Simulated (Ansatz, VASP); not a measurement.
# Cross-check of Ta (Ta(110) film of 5 layers) between VASP and Ansatz, part 2 of 2

One calculation is typed for both programs; each brings its own data sets. How far apart do they land? The structure shown is the start of the Ansatz relaxation below; VASP solves that cell, so the two are compared at the walk's first step.

VASP 6.6.1 and Ansatz 0.2.0.

So far. Step 3 (VASP: single point, PBEsol, start cell, pair 1): The run ends at a pressure of -3.20 GPa, with forces up to 0.77 eV/Å.

## 5. Ansatz: relaxation, PBEsol

Level of this step: Ansatz beside VASP: Kohn-Sham DFT, plane waves, PBEsol (Ansatz).

The two programs are compared at the cell with which this relaxation starts, whose forces are those of its first step.

The structure compared here is the start of the Ansatz relaxation; VASP solves that cell, so the two are compared at the walk's first step.

input.yaml

```yaml
crystal:
  lattice:
    - [1.6244061729, 2.2825442254, 0.0]
    - [-1.6244061729, 2.2825442254, 0.0]
    - [0.0, 0.0, 42.5241838425]
  atoms:
    - { symbol: Ta, position: [0.0, 0.0, 0.1315372756] }
    - { symbol: Ta, position: [0.5, 0.5, 0.1847281994] }
    - { symbol: Ta, position: [0.0, 0.0, 0.2394177637] }
    - { symbol: Ta, position: [0.5, 0.5, 0.294107328] }
    - { symbol: Ta, position: [0.0, 0.0, 0.3472982518] }
  periodic: [true, true, false]
kpoints:
  mp_grid: { grid: [10, 10, 1] }
hamiltonian:
  xc: pbesol
  pseudopotentials: { kind: paw, azcp: { folder: soft_1 }, xc_functional: pbe }
scf:
  occupations: { method: gaussian, width: 0.1 }
output:
  forces: true
  stress: true
  eigenvalues: true
  write_density: true
  write_potential: true
  elf: true
  volumetric_format: npy
relax:
  adjacent_minimum: "off"
  f_tol: 0.005
  max_steps: 80
  cell: { stress_2d_tol: 0.02 }
```

The run is started by

```console
ansatz run input.yaml --threads 4 --pin off --max-ram 20480MiB --backend cpu --events-out ev --progress --plain --runs-dir out
```

Numbers of over 12 decimals in the logs are rounded to 6 here.

Output:

```text
[...]
Crystal: 5 atoms, lattice volume = 315.341 Å³
Basis set: ecut = 420 eV, 6209 PW (Γ), exchange–correlation on 40×40×576 points (8 copies of the dense FFT grid, shifted against one another)
Bands: 39, of which v1, the nominal top of the filled ones, is band 33 counted from 1 (32 counted from 0)
Symmetry: 8 space group operations
[...]
k-points: 31 of 100
[...]
cell:  # Å, volume = 314.2119 Å³
    - [1.613281, 2.290059, 0]
    - [-1.613281, 2.290059, 0]
    - [0, 0, 42.5241838425]
  atoms:
    - { symbol: Ta, position: [6.376380192234867e-19, -6.376380192234867e-19, 0.130660] }
    - { symbol: Ta, position: [0.500000, 0.500000, 0.183967] }
    - { symbol: Ta, position: [0, 0, 0.2394177637] }
    - { symbol: Ta, position: [0.500000, 0.500000, 0.294868] }
    - { symbol: Ta, position: [-6.376380192234868e-19, 6.376380192234868e-19, 0.348176] }
[key lines of the parts left out:]
SCF converged after 5 iterations
Free energy (F): -49034.599199 eV
Fermi energy:    -4.878697 eV
P = ½ c Tr σ = 0.0000 N/m
```

## 6. VASP: single point, PBEsol, start cell, pair 2

The same cell, functional, mesh and smearing now go to VASP, with its own data sets.

INCAR

```
SYSTEM = Ta
PREC = Accurate
ENCUT = 400
EDIFF = 1E-06
NELM = 120
ISMEAR = 0
SIGMA = 0.1
LREAL = .FALSE.
ALGO = Normal
GGA = PS
NBANDS = 34
LASPH = .TRUE.
LORBIT = 11
LWAVE = .FALSE.
LCHARG = .FALSE.
ISIF = 2
LDIPOL = .TRUE.
IDIPOL = 3
DIPOL = 0.5 0.5 0.239
LVHAR = .TRUE.
GGA_COMPAT = .FALSE.
NELMDL = -8
KPAR = 2
```

POSCAR

```
Ta
1.0
    1.6244060000      2.2825440000      0.0000000000
   -1.6244060000      2.2825440000      0.0000000000
    0.0000000000      0.0000000000     42.5241840000
Ta
5
Direct
    0.0000000000      0.0000000000      0.1315372683
    0.5000000000      0.5000000000      0.1847282008
    0.0000000000      0.0000000000      0.2394177628
    0.5000000000      0.5000000000      0.2941073249
    0.0000000000      0.0000000000      0.3472982574
```

KPOINTS

```
Automatic mesh
0
Gamma
10 10 1
0 0 0
```

Potentials, in the order of the species: Ta_pv (PBE family, release 64).

The run is started by

```console
mpirun -np 2 vasp_std
```

Output:

```text
[banner, memory and clock lines left out]
running    2 mpi-ranks, on    1 nodes
[...]
[... a notice as in an earlier step ...]

 LDA part: xc-table for (Slater+PW92), standard interpolation
 POSCAR, INCAR and KPOINTS ok, starting setup
[...]
entering main loop
       N       E                     dE             d eps       ncg     rms          rms(c)
DAV:   1     0.367903464644E+03    0.36790E+03   -0.28090E+04  2924   0.110E+03
DAV:   2    -0.462892709301E+02   -0.41419E+03   -0.40819E+03  2548   0.322E+02
DAV:   3    -0.644138089546E+02   -0.18125E+02   -0.17689E+02  2622   0.606E+01
DAV:   4    -0.652327194035E+02   -0.81891E+00   -0.80016E+00  3118   0.102E+01
[...]
DAV:  31    -0.603184865953E+02   -0.24142E-05   -0.62995E-08  1250   0.105E-03    0.543E-04
DAV:  32    -0.603184880567E+02   -0.14614E-05   -0.43241E-08  1188   0.118E-03    0.298E-04
DAV:  33    -0.603184885890E+02   -0.53227E-06   -0.22505E-08  1186   0.722E-04
   1 F= -.60318489E+02 E0= -.60301232E+02  d E =-.345140E-01
```

From OUTCAR (step 6):

```text
  Total        0.0475170      0.5993283      0.6816606      0.0000000      0.0000000      0.0000000
  in kB        0.2414237      3.0450586      3.4633714      0.0000000      0.0000000      0.0000000
  external PRESSURE =       2.2499512 kB  Pullay stress =       0.0000000 kB

 POSITION                                       TOTAL-FORCE (eV/Angst)
 -----------------------------------------------------------------------------------
      0.00000      0.00000      5.59352         0.000000     -0.000000     -0.001606
      0.00000      2.28254      7.85542         0.000000      0.000000     -0.155149
      0.00000      0.00000     10.18104         0.000000     -0.000000     -0.000000
      0.00000      2.28254     12.50667         0.000000     -0.000000      0.155149
      0.00000      0.00000     14.76858         0.000000      0.000000      0.001606
 -----------------------------------------------------------------------------------
    total drift:                                0.000000      0.000000     -0.000143

  FREE ENERGIE OF THE ION-ELECTRON SYSTEM (eV)
  ---------------------------------------------------
  free  energy   TOTEN  =       -60.3184885890 eV

  energy  without entropy=      -60.2839745401  energy(sigma->0) =      -60.30123156

[... 3 further parts left out ...]
[key lines of the parts left out:]
E-fermi :  -1.8943
```

The run ends at a pressure of 0.22 GPa, with forces up to 0.16 eV/Å.

## 7. Differences

What differs besides the data sets and the points named for the pairs above, as far as they apply: the data sets hold 65 valence electrons in Ansatz (on its PAW soft_1 files) and 55 in VASP. Total energies have different zeros and are not compared.

Forces (eV/Å; atoms numbered as in POSCAR):

| atom | Ansatz x, y, z | VASP x, y, z |
| --- | --- | --- |
| Ta1 | 0.000, 0.000, 0.009 | 0.000, 0.000, -0.002 |
| Ta2 | 0.000, 0.000, -0.152 | 0.000, 0.000, -0.155 |
| Ta3 | 0.000, 0.000, 0.000 | 0.000, 0.000, 0.000 |
| Ta4 | 0.000, 0.000, 0.152 | 0.000, 0.000, 0.155 |
| Ta5 | 0.000, 0.000, -0.009 | 0.000, 0.000, 0.002 |

The forces differ by 4.0 meV/Å r.m.s., which is 7.0 % of the r.m.s. force of 0.057 eV/Å (both taken over all components). With vacuum in the cell, a pressure given here is an average over mostly empty space and none of the material.

## 8. Ansatz: relaxation, PBEsol

The two programs are compared at the cell with which this relaxation starts, whose forces are those of its first step.

The structure compared here is the start of the Ansatz relaxation; VASP solves that cell, so the two are compared at the walk's first step.

input.yaml

```yaml
crystal:
  lattice:
    - [1.6132812197, 2.2900586464, 0.0]
    - [-1.6132812197, 2.2900586464, 0.0]
    - [0.0, 0.0, 42.5241838425]
  atoms:
    - { symbol: Ta, position: [0.0, 0.0, 0.1306597039] }
    - { symbol: Ta, position: [0.5, 0.5, 0.1839674997] }
    - { symbol: Ta, position: [0.0, 0.0, 0.2394177637] }
    - { symbol: Ta, position: [0.5, 0.5, 0.2948680277] }
    - { symbol: Ta, position: [0.0, 0.0, 0.3481758235] }
  periodic: [true, true, false]
kpoints:
  mp_grid: { grid: [12, 12, 1] }
hamiltonian:
  xc: pbesol
  pseudopotentials: { kind: paw, azcp: { folder: soft_1 }, xc_functional: pbe }
scf:
  occupations: { method: methfessel_paxton, width: 0.2 }
output:
  forces: true
  stress: true
  eigenvalues: true
relax:
  adjacent_minimum: "off"
  f_tol: 0.001
  max_steps: 60
  cell: { stress_2d_tol: 0.002 }
```

The run is started by

```console
ansatz run input.yaml --threads 4 --pin off --max-ram 20480MiB --backend cpu --events-out ev --progress --plain --runs-dir out
```

Output:

```text
[...]
Crystal: 5 atoms, lattice volume = 314.212 Å³
Basis set: ecut = 420 eV, 6173 PW (Γ), exchange–correlation on 40×40×576 points (8 copies of the dense FFT grid, shifted against one another)
Bands: 39, of which v1, the nominal top of the filled ones, is band 33 counted from 1 (32 counted from 0)
Symmetry: 8 space group operations
[...]
k-points: 43 of 144
[...]
--- Relaxed structure (7 steps of the walk, 6 accepted, 1 SCFs on fresh bases) ---
[...]
cell:  # Å, volume = 313.7966 Å³
    - [1.618836, 2.279184, 0.0]
    - [-1.618836, 2.279184, 0.0]
    - [0.0, 0.0, 42.5241838425]
  atoms:
    - { symbol: Ta, position: [0, 0, 0.130988] }
    - { symbol: Ta, position: [0.5, 0.5, 0.184361] }
    - { symbol: Ta, position: [0, 0, 0.2394177637] }
    - { symbol: Ta, position: [0.5, 0.5, 0.294474] }
    - { symbol: Ta, position: [0, 0, 0.347848] }
[key lines of the parts left out:]
SCF converged after 7 iterations
Free energy (F): -49034.593938 eV
Fermi energy:    -4.882562 eV
P = ½ c Tr σ = -0.0001 N/m
```

## 9. VASP: single point, PBEsol, start cell, pair 3

The same cell, functional, mesh and smearing now go to VASP, with its own data sets.

Edit INCAR of step 6 so:

```diff
@@ -5,4 +5,4 @@
 NELM = 120
-ISMEAR = 0
-SIGMA = 0.1
+ISMEAR = 1
+SIGMA = 0.2
 LREAL = .FALSE.
```

POSCAR

```
Ta
1.0
    1.6132810000      2.2900590000      0.0000000000
   -1.6132810000      2.2900590000      0.0000000000
    0.0000000000      0.0000000000     42.5241840000
Ta
5
Direct
    0.0000000000      0.0000000000      0.1306596971
    0.5000000000      0.5000000000      0.1839675042
    0.0000000000      0.0000000000      0.2394177628
    0.5000000000      0.5000000000      0.2948680215
    0.0000000000      0.0000000000      0.3481758286
```

KPOINTS

```
Automatic mesh
0
Gamma
12 12 1
0 0 0
```

The run is started by

```console
mpirun -np 2 vasp_std
```

Output:

```text
[... set-up lines as in an earlier step ...]
 entering main loop
       N       E                     dE             d eps       ncg     rms          rms(c)
DAV:   1     0.373535790913E+03    0.37354E+03   -0.28059E+04  3932   0.110E+03
DAV:   2    -0.460294633042E+02   -0.41957E+03   -0.41309E+03  3548   0.323E+02
DAV:   3    -0.643316657044E+02   -0.18302E+02   -0.17871E+02  3678   0.609E+01
DAV:   4    -0.651466938955E+02   -0.81503E+00   -0.80070E+00  4328   0.100E+01
[...]
DAV:  30    -0.603162483770E+02   -0.39310E-05   -0.11844E-07  1778   0.141E-03    0.645E-04
DAV:  31    -0.603162500096E+02   -0.16325E-05   -0.11548E-07  1662   0.143E-03    0.367E-04
DAV:  32    -0.603162507557E+02   -0.74613E-06   -0.30601E-08  1652   0.737E-04
   1 F= -.60316251E+02 E0= -.60317129E+02  d E =0.263503E-02
```

From OUTCAR (step 9):

```text
  Total       -0.0116089     -0.5236297     -0.4376427      0.0000000      0.0000000      0.0000000
  in kB       -0.0591939     -2.6700058     -2.2315551      0.0000000      0.0000000      0.0000000
  external PRESSURE =      -1.6535850 kB  Pullay stress =       0.0000000 kB

 POSITION                                       TOTAL-FORCE (eV/Angst)
 -----------------------------------------------------------------------------------
      0.00000      0.00000      5.55620         0.000000     -0.000000     -0.005385
      0.00000      2.29006      7.82307         0.000000      0.000000      0.092365
      0.00000      0.00000     10.18104         0.000000      0.000000      0.000000
      0.00000      2.29006     12.53902         0.000000      0.000000     -0.092365
      0.00000      0.00000     14.80589         0.000000      0.000000      0.005385
 -----------------------------------------------------------------------------------
    total drift:                                0.000000     -0.000000     -0.000292

  FREE ENERGIE OF THE ION-ELECTRON SYSTEM (eV)
  ---------------------------------------------------
  free  energy   TOTEN  =       -60.3162507557 eV

  energy  without entropy=      -60.3188857867  energy(sigma->0) =      -60.31712910

[... 3 further parts left out ...]
[key lines of the parts left out:]
E-fermi :  -1.8798
```

The run ends at a pressure of -0.17 GPa, with forces up to 0.092 eV/Å.

## 10. Comparison

What differs besides the data sets and the points named for the pairs above, as far as they apply: the data sets hold 65 valence electrons in Ansatz (on its PAW soft_1 files) and 55 in VASP. Total energies have different zeros and are not compared.

Forces (eV/Å; atoms numbered as in POSCAR):

| atom | Ansatz x, y, z | VASP x, y, z |
| --- | --- | --- |
| Ta1 | 0.000, 0.000, 0.005 | 0.000, 0.000, -0.005 |
| Ta2 | 0.000, 0.000, 0.094 | 0.000, 0.000, 0.092 |
| Ta3 | 0.000, 0.000, 0.000 | 0.000, 0.000, 0.000 |
| Ta4 | 0.000, 0.000, -0.094 | 0.000, 0.000, -0.092 |
| Ta5 | 0.000, 0.000, -0.005 | 0.000, 0.000, 0.005 |

The forces differ by 4.0 meV/Å r.m.s., which is 11.8 % of the r.m.s. force of 0.034 eV/Å (both taken over all components). With vacuum in the cell, a pressure given here is an average over mostly empty space and none of the material.

## 11. What came out

| Quantity | Value |
| --- | --- |
| r.m.s. force difference (single point, PBEsol, start cell, pair 1) | 0.82 % of the r.m.s. force |
| r.m.s. force difference (single point, PBEsol, start cell, pair 2) | 4.0 meV/Å |
| r.m.s. force difference (single point, PBEsol, start cell, pair 3) | 4.0 meV/Å |

In words: The r.m.s. force difference is 4.0 meV/Å (single point, PBEsol, start cell, pair 3), within the 12 meV/Å picked in this series as the mark of a large difference. The data sets hold unlike numbers of valence electrons (65 in Ansatz and 55 in VASP), so part of the differences comes from the potentials. 3 further runs of this series are not shown here. Such differences can come from data sets, numerical settings and the points named under the comparisons, not from the functional's error against experiment.

[Lines on the potential files, build, host, timing and source positions are cut from VASP's logs without a mark.]

[Logs are printed without paths, hosts, clocks, repeated set-up lines and the standing remarks that a program may print on its own settings, such as how far it seeks lower states.]

[Hosts, paths, dates, database ids (printed as entryN), source tags and the programs' standing remarks are cut or masked in the printed files.]
